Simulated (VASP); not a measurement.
The cell holds one Ir (fcc) (211) slab, with vacuum along c, ions free to move until forces fall under 0.03 eV/Å, no reconstruction beyond this cell, dipole correction on.

Input:

```yaml
crystal:
  lattice:
    - [6.63878, 0.00000, 0.00000]
    - [0.00000, 2.71027, 0.00000]
    - [0.00000, 0.00000, 24.36092]
  atoms:
    - { symbol: Ir, position: [0.67715, 0.25000, 0.33010] }
    - { symbol: Ir, position: [0.99957, 0.75000, 0.35846] }
    - { symbol: Ir, position: [0.33121, 0.25000, 0.38397] }
    - { symbol: Ir, position: [0.66387, 0.75000, 0.42169] }
    - { symbol: Ir, position: [0.00314, 0.25000, 0.45307] }
    - { symbol: Ir, position: [0.33497, 0.75000, 0.48309] }
    - { symbol: Ir, position: [0.66503, 0.25000, 0.51691] }
    - { symbol: Ir, position: [0.99686, 0.75000, 0.54693] }
    - { symbol: Ir, position: [0.33613, 0.25000, 0.57831] }
    - { symbol: Ir, position: [0.66879, 0.75000, 0.61603] }
    - { symbol: Ir, position: [0.00043, 0.25000, 0.64154] }
    - { symbol: Ir, position: [0.32285, 0.75000, 0.66990] }
```

Method: PBEsol GGA, VASP's PBE PAW potentials (set 64) (plane waves; VASP). Settings: 400 eV cut-off, 4×10×1 Γ-centred mesh, first-order Methfessel-Paxton smearing of 0.10 eV, potentials Ir.

Slab and bulk use different k-meshes, so the surface energy is good to a few per cent at best. Unless said otherwise, spin-orbit coupling is left out, though it shifts the bands of the heavy elements here.

**Question.** Predict its surface energy, work function, band gap (on the k-mesh).

**Answer.** 
```yaml
surface_energy: 3.13 J/m²
work_function: 5.41 eV
band gap (on the k-mesh): none (metal, semimetal or under 0.01 eV)
```

The cell is a thin slab with vacuum, built from Ir (fcc): (211) face.
